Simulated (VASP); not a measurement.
Method: G0W0 on PBE orbitals, VASP's PBE PAW potentials (set 64) (plane waves; VASP 6.6.1).

VASP ran on this input.

**KPOINTS**
```
kpoints
0
Gamma
4 4 4
0 0 0
```

INCAR:
```
# general
SYSTEM      = NaCl
PREC        = Normal
ENCUT       = 500
LREAL       = .False.   # projection in real space or not
LASPH       = .True.
NBANDS      = 160

# electronic loop
ALGO        = EVGW0

# smearing
ISMEAR      = 0   # Gaussian
SIGMA       = 0.01

# functional
GGA         = PE

# output
LWAVE       = .False.
LCHARG      = .False.

# other
NELMGW      = 1
NOMEGA      = 64
ENCUTGW     = 200
NBANDSGW    = 16
LSPECTRALGW = .True.
```

POSCAR:
```
NaCl
1.0
  0.0000000000   2.8200000000   2.8200000000
  2.8200000000   0.0000000000   2.8200000000
  2.8200000000   2.8200000000   0.0000000000
Na Cl
1 1
Cart
  0.0000000000   0.0000000000   0.0000000000
  2.8200000000   2.8200000000   2.8200000000
```

POTCAR, in this order: Na_sv_GW Cl_GW (PBE.64 set). Program: vasp_std. Read from the step before: WAVECAR, WAVEDER.

The run wrote:

**OUTCAR**
```
 ion  position               nearest neighbor table
   1  0.000  0.000  0.000-
   2  0.500  0.500  0.500-
  LATTYP: Found a face centered cubic cell.
 ALAT       =     5.6400000000
 Subroutine PRICEL returns:
 Original cell was already a primitive cell.
 Subroutine GETGRP returns: Found 48 space group operations
The static configuration has the point symmetry O_h .
The dynamic configuration has the point symmetry O_h .
 Subroutine INISYM returns: Found 48 space group operations
 Subroutine IBZKPT returns following result:
 Found      8 irreducible k-points:

 Following reciprocal coordinates:
            Coordinates               Weight
  0.000000  0.000000  0.000000      1.000000
  0.250000  0.000000  0.000000      8.000000
  0.500000  0.000000  0.000000      4.000000
  0.250000  0.250000  0.000000      6.000000
  0.500000  0.250000  0.000000     24.000000
 -0.250000  0.250000  0.000000     12.000000
  0.500000  0.500000  0.000000      3.000000
 -0.250000  0.500000  0.250000      6.000000
 Subroutine IBZKPT_HF returns following result:
   k-points           NKPTS =      8   k-points in BZ     NKDIM =     64   number of bands    NBANDS=    160
   number of dos      NEDOS =    301   number of ions     NIONS =      2
   total plane-waves  NPLWV =  13824
   dimension x,y,z NGX =    24 NGY =   24 NGZ =   24
   dimension x,y,z NGXF=    48 NGYF=   48 NGZF=   48
   ions per type =               1   1
   PREC   = normal    normal or accurate (medium, high low for compatibility)
   ISTART =      1    job   : 0-new  1-cont  2-samecut
   ICHARG =      0    charge: 1-file 2-atom 10-const
   ISPIN  =      1    spin polarized calculation?
   LNONCOLLINEAR =      F non collinear calculations
   LSORBIT =      F    spin-orbit coupling
   INIWAV =      1    electr: 0-lowe 1-rand  2-diag
   ENCUT  =  500.0 eV  36.75 Ry    6.06 a.u.   7.27  7.27  7.27*2*pi/ulx,y,z
   NELM   =     60;   NELMIN=  2; NELMDL=  0     # of ELM steps
...
```

OSZICAR:
```
energies w=
    0.000    0.000    1.209    0.000    2.416    0.000    3.617    0.000
    4.812    0.000    5.998    0.000    7.172    0.000    8.334    0.000
    9.483    0.000   10.618    0.000   11.738    0.000   12.843    0.000
   13.934    0.000   15.010    0.000   16.073    0.000   17.124    0.000
   18.164    0.000   19.193    0.000   20.213    0.000   21.227    0.000
   22.235    0.000   23.239    0.000   24.241    0.000   25.244    0.000
   26.248    0.000   27.257    0.000   28.273    0.000   29.297    0.000
   30.334    0.000   31.384    0.000   32.452    0.000   33.541    0.000
   34.654    0.000   35.794    0.000   36.966    0.000   38.175    0.000
   39.425    0.000   40.721    0.000   42.071    0.000   43.482    0.000
   44.960    0.000   46.515    0.000   48.158    0.000   49.901    0.000
   51.756    0.000   53.742    0.000   55.875    0.000   58.180    0.000
   60.683    0.000   63.415    0.000   66.416    0.000   69.735    0.000
   73.429    0.000   77.573    0.000   82.260    0.000   87.612    0.000
   93.786    0.000  100.992    0.000  109.516    0.000  119.760    0.000
  132.299    0.000  147.998    0.000  168.209    0.000  195.175    0.000
NQ=   1    0.0000    0.0000    0.0000,
 performed        196000 updates of chi_q(r,r)
NQ=   2    0.2500    0.0000    0.0000,
 performed        576000 updates of chi_q(r,r)
NQ=   3    0.5000    0.0000    0.0000,
 performed        864000 updates of chi_q(r,r)
NQ=   4    0.2500    0.2500    0.0000,
 performed       1209000 updates of chi_q(r,r)
NQ=   5    0.5000    0.2500    0.0000,
 performed       1671000 updates of chi_q(r,r)
NQ=   6   -0.2500    0.2500    0.0000,
 performed       2082000 updates of chi_q(r,r)
NQ=   7    0.5000    0.5000    0.0000,
 performed       2350000 updates of chi_q(r,r)
NQ=   8   -0.2500    0.5000    0.2500,
 performed       2700000 updates of chi_q(r,r)
 resolving degeneracies of screened two electron integrals
```

OUTCAR:
```


 k-point   1 :       0.0000    0.0000    0.0000
  band No.  KS-energies  QP-energies   sigma(KS)   V_xc(KS)     V^pw_x(r,r')   Z            occupation Imag(sigma)

      1     -49.8167     -58.5190     -40.5499     -29.2760     -49.1348       0.7719       2.0000       0.5187
      2     -21.7524     -27.2915     -35.1712     -28.3201     -41.3650       0.8085       2.0000       0.2036
      3     -21.7524     -27.2915     -35.1712     -28.3201     -41.3650       0.8085       2.0000       0.2036
      4     -21.7524     -27.2915     -35.1712     -28.3201     -41.3650       0.8085       2.0000       0.2036
      5     -13.5909     -15.1448     -17.1499     -14.9681     -24.2359       0.7122       2.0000       1.5666
      6      -0.9329      -2.9351     -17.0463     -14.5191     -18.8912       0.7923       2.0000       0.1434
      7      -0.9329      -2.9351     -17.0463     -14.5191     -18.8912       0.7923       2.0000       0.1434
      8      -0.9329      -2.9351     -17.0463     -14.5191     -18.8912       0.7923       2.0000       0.1434
      9       4.1803       5.0689      -7.0647      -8.1093      -4.0294       0.8506       0.0000      -0.1116
     10      10.1026      11.3112      -6.8250      -8.2669      -3.4854       0.8382       0.0000      -0.1435
     11      10.1026      11.3112      -6.8250      -8.2669      -3.4854       0.8382       0.0000      -0.1435
     12      10.1026      11.3112      -6.8250      -8.2669      -3.4854       0.8382       0.0000      -0.1435
     13      12.1726      13.7285      -7.9294      -9.8184      -4.2647       0.8237       0.0000      -0.1716
     14      12.1726      13.7285      -7.9294      -9.8184      -4.2647       0.8237       0.0000      -0.1716
     15      13.9685      14.3282      -4.7648      -5.2069      -0.9330       0.8136       0.0000      -0.3420
     16      16.1947      17.3726      -7.1952      -8.6441      -3.0803       0.8130       0.0000      -0.3888

 k-point   2 :       0.2500    0.0000    0.0000
  band No.  KS-energies  QP-energies   sigma(KS)   V_xc(KS)     V^pw_x(r,r')   Z            occupation Imag(sigma)

      1     -49.8163     -58.5418     -40.5507     -29.2770     -49.1358       0.7740       2.0000       0.5187
      2     -21.7668     -27.2400     -35.1068     -28.2625     -41.3046       0.7997       2.0000       0.2144
      3     -21.7536     -27.2883     -35.1665     -28.3170     -41.3599       0.8080       2.0000       0.2036
      4     -21.7536     -27.2883     -35.1665     -28.3170     -41.3599       0.8080       2.0000       0.2036
      5     -13.4287     -14.9587     -17.3579     -15.1973     -24.4100       0.7081       2.0000       1.5126
      6      -2.0268      -4.1565     -15.7565     -13.0620     -17.6946       0.7904       2.0000       0.1640
      7      -1.0686      -3.0990     -16.8980     -14.3369     -18.7613       0.7928       2.0000       0.1459
      8      -1.0686      -3.0990     -16.8980     -14.3369     -18.7613       0.7928       2.0000       0.1459
      9       5.6483       6.6024      -7.5797      -8.7137      -4.4844       0.8414       0.0000      -0.1198
     10       9.0449      10.1156      -7.0566      -8.3412      -3.7396       0.8335       0.0000      -0.1478
     11      10.3756      11.6817      -7.2830      -8.8491      -3.9035       0.8340       0.0000      -0.1493
     12      10.3756      11.6817      -7.2830      -8.8491      -3.9035       0.8340       0.0000      -0.1493
     13      12.1609      13.6001      -7.6784      -9.4265      -4.0136       0.8233       0.0000      -0.1845
     14      12.1609      13.6001      -7.6784      -9.4265      -4.0136       0.8233       0.0000      -0.1845
     15      14.7112      15.7250      -6.3975      -7.6369      -2.4101       0.8180       0.0000      -0.3482
     16      17.8848      18.8773      -6.5109      -7.6939      -2.2266       0.8389       0.0000      -0.5838

 k-point   3 :       0.5000    0.0000    0.0000
  band No.  KS-energies  QP-energies   sigma(KS)   V_xc(KS)     V^pw_x(r,r')   Z            occupation Imag(sigma)

      1     -49.8159     -58.5533     -40.5514     -29.2779     -49.1369       0.7750       2.0000       0.5187
      2     -21.7815     -27.2224     -35.0422     -28.2067     -41.2436       0.7960       2.0000       0.2248
      3     -21.7546     -27.2732     -35.1627     -28.3139     -41.3558       0.8058       2.0000       0.2037
      4     -21.7546     -27.2732     -35.1627     -28.3139     -41.3558       0.8058       2.0000       0.2037
      5     -13.2569     -14.7703     -17.5868     -15.4502     -24.6034       0.7083       2.0000       1.4572
      6      -2.8532      -5.1060     -15.1490     -12.2811     -17.2539       0.7855       2.0000       0.1905
      7      -1.1961      -3.2501     -16.7707     -14.1761     -18.6546       0.7916       2.0000       0.1486
      8      -1.1961      -3.2501     -16.7707     -14.1761     -18.6546       0.7916       2.0000       0.1486
      9       6.3267       7.2085      -6.6355      -7.6779      -3.6171       0.8458       0.0000      -0.1196
     10       9.7020      10.9853      -8.8088     -10.3925      -5.1010       0.8103       0.0000      -0.1909
     11       9.9572      11.3083      -7.5389      -9.1548      -4.2301       0.8361       0.0000      -0.1430
     12       9.9572      11.3083      -7.5389      -9.1548      -4.2301       0.8361       0.0000      -0.1430
     13      14.0828      14.9672      -5.8204      -6.9034      -1.8847       0.8166       0.0000      -0.3164
     14      14.8774      16.7103      -9.1215     -11.4002      -4.9323       0.8043       0.0000      -0.2721
     15      14.8774      16.7103      -9.1215     -11.4002      -4.9323       0.8043       0.0000      -0.2721
     16      16.3185      17.1343      -6.1926      -7.1903      -1.9789       0.8177       0.0000      -0.4627

 k-point   4 :       0.2500    0.2500    0.0000
  band No.  KS-energies  QP-energies   sigma(KS)   V_xc(KS)     V^pw_x(r,r')   Z            occupation Imag(sigma)

      1     -49.8161     -58.5559     -40.5508     -29.2774     -49.1360       0.7753       2.0000       0.5186
      2     -21.7643     -27.2450     -35.1193     -28.2732     -41.3151       0.8006       2.0000       0.2109
      3     -21.7563     -27.2732     -35.1591     -28.3070     -41.3515       0.8052       2.0000       0.2041
      4     -21.7563     -27.2732     -35.1591     -28.3070     -41.3515       0.8052       2.0000       0.2041
      5     -13.3895     -14.9128     -17.3788     -15.2292     -24.4236       0.7086       2.0000       1.5013
      6      -1.9947      -4.1264     -15.7771     -13.0812     -17.7140       0.7907       2.0000       0.1633
      7      -1.2491      -3.3034     -16.7527     -14.1546     -18.6468       0.7907       2.0000       0.1490
      8      -1.2491      -3.3034     -16.7527     -14.1546     -18.6468       0.7907       2.0000       0.1490
      9       6.1466       7.1978      -7.9350      -9.1912      -4.7644       0.8368       0.0000      -0.1243
     10       8.1540       9.0931      -6.1352      -7.2467      -3.0069       0.8449       0.0000      -0.1281
     11       9.8609      11.1736      -7.5872      -9.1640      -4.2037       0.8325       0.0000      -0.1538
     12      11.4341      12.7260      -7.4828      -9.0506      -3.8947       0.8241       0.0000      -0.1808
     13      11.4341      12.7260      -7.4828      -9.0506      -3.8947       0.8241       0.0000      -0.1808
     14      12.9486      14.5742      -8.1999     -10.1875      -4.3910       0.8179       0.0000      -0.1933
     15      17.6407      19.0779      -7.8250      -9.5825      -3.4898       0.8177       0.0000      -0.4924
     16      17.6407      19.0779      -7.8250      -9.5825      -3.4898       0.8177       0.0000      -0.4924

 k-point   5 :       0.5000    0.2500    0.0000
  band No.  KS-energies  QP-energies   sigma(KS)   V_xc(KS)     V^pw_x(r,r')   Z            occupation Imag(sigma)

      1     -49.8157     -58.6321     -40.5515     -29.2783     -49.1371       0.7821       2.0000       0.5186
      2     -21.7735     -27.2339     -35.0859     -28.2412     -41.2808       0.7977       2.0000       0.2146
      3     -21.7608     -27.2589     -35.1424     -28.2918     -41.3337       0.8026       2.0000       0.2049
      4     -21.7575     -27.2698     -35.1545     -28.3038     -41.3465       0.8046       2.0000       0.2040
      5     -13.2339     -14.7470     -17.5540     -15.4320     -24.5670       0.7130       2.0000       1.4527
      6      -2.4994      -4.7181     -15.4880     -12.6702     -17.5483       0.7874       2.0000       0.1788
      7      -1.6962      -3.8109     -16.2352     -13.5542     -18.1814       0.7888       2.0000       0.1583
      8      -1.3687      -3.4431     -16.6453     -14.0165     -18.5607       0.7891       2.0000       0.1519
      9       7.2219       8.2754      -7.0564      -8.3069      -3.9185       0.8424       0.0000      -0.1261
     10       8.3135       9.5265      -7.6600      -9.1128      -4.3856       0.8349       0.0000      -0.1381
     11       9.1930      10.2846      -7.4109      -8.7278      -4.0407       0.8289       0.0000      -0.1559
     12      11.1964      12.6027      -7.8426      -9.5466      -4.3047       0.8253       0.0000      -0.1717
     13      13.0661      14.2460      -7.4915      -8.9495      -3.5435       0.8092       0.0000      -0.2671
     14      14.9618      16.7681      -9.0336     -11.2816      -4.8241       0.8036       0.0000      -0.2771
     15      15.8310      17.5309      -8.7313     -10.8331      -4.3913       0.8088       0.0000      -0.3588
     16      16.4626      17.5660      -7.1943      -8.5560      -2.8587       0.8104       0.0000      -0.4584

 k-point   6 :      -0.2500    0.2500    0.0000
  band No.  KS-energies  QP-energies   sigma(KS)   V_xc(KS)     V^pw_x(r,r')   Z            occupation Imag(sigma)

      1     -49.8158     -58.5799     -40.5513     -29.2780     -49.1367       0.7774       2.0000       0.5186
      2     -21.7724     -27.2386     -35.0829     -28.2420     -41.2815       0.7990       2.0000       0.2177
      3     -21.7613     -27.2489     -35.1422     -28.2900     -41.3330       0.8008       2.0000       0.2049
      4     -21.7545     -27.2812     -35.1634     -28.3138     -41.3565       0.8069       2.0000       0.2036
      5     -13.2752     -14.7870     -17.5299     -15.3961     -24.5507       0.7085       2.0000       1.4645
...
```
(Selected blocks of OUTCAR.)

The mesh is coarse and the basis finite, so the quasiparticle values are not converged.

The compound is NaCl in the rock salt structure. The cell was not relaxed at this level. The k-mesh is coarse (spacing up to 0.48 per Å, 2π included), so the numbers may not be converged in it.
